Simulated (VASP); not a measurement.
An input for Ansatz (written as the equivalent of a VASP run, and not itself run):

Ansatz 0.2 input:
```yaml
crystal:
  lattice:
    - [1.8863337, -3.2672260, 0.0000000]
    - [1.8863337, 3.2672260, 0.0000000]
    - [0.0000000, 0.0000000, 4.8008652]
  atoms:
    - { symbol: Pt, position: [0.0000000, 0.0000000, 0.0000000] }
    - { symbol: Se, position: [0.3333330, 0.6666670, 0.2664774] }
    - { symbol: Se, position: [0.6666670, 0.3333330, 0.7335226] }
kpoints:
  mp_grid: { grid: [11, 11, 7] }
hamiltonian:
  xc: pbe
  dispersion: d3bj
  pseudopotentials: { kind: paw }
scf:
  occupations: { method: tetrahedron }
  max_iter: 100
output: { forces: true, stress: true, eigenvalues: true }
```

### Question
Translate this input to VASP (INCAR, KPOINTS, POSCAR, choice of POTCAR).

### Answer
Several could match; the one computed here: 
**INCAR**
```
! general
SYSTEM  = PtSe2
PREC    = Accurate
ENCUT   = 520
LREAL   = .False.   ! projection in real space or not
LASPH   = .True.

! electronic loop
EDIFF   = 1E-7   ! SCF stop (eV)
NELM    = 100   ! most electronic steps
ALGO    = Normal   ! blocked Davidson
LMAXMIX = 6   ! l cut-off of mixed one-centre charges

! smearing
ISMEAR  = -5

! functional
GGA     = PE   ! PBE
IVDW    = 12   ! D3, Becke-Johnson

! ions
ISIF    = 2   ! forces and stress, cell fixed

! output
LWAVE   = .False.
LCHARG  = .True.
LORBIT  = 11   ! lm-projected
NEDOS   = 601   ! DOS grid

! other
LEFG    = .True.
```

KPOINTS:
```
Automatic mesh
0
Gamma
11 11 7
0 0 0
```

### POSCAR
```
PtSe2
1
    1.8863336654    -3.2672260006     0.0000000000
    1.8863336654     3.2672260006     0.0000000000
    0.0000000000    -0.0000000000     4.8008651894
Pt Se
1 2
Direct
  0.0000000000   0.0000000000   0.0000000000
  0.3333330000   0.6666670000   0.2664774032
  0.6666670000   0.3333330000   0.7335225968
```

POTCAR, in this order: Pt Se (PBE.64 set). Program: vasp_std.

What does not carry over: each code has its own PAW files, so the cut-off isn't converted (ENCUT is set for VASP's; basis.ecutwfc is left out, and Ansatz then takes the one that its files recommend); Ansatz stops its SCF on the density residual and VASP on the energy change (EDIFF); the field gradients of LEFG aren't asked of the other code.

The compound is PtSe2 in the 1T layered structure. It was relaxed first.
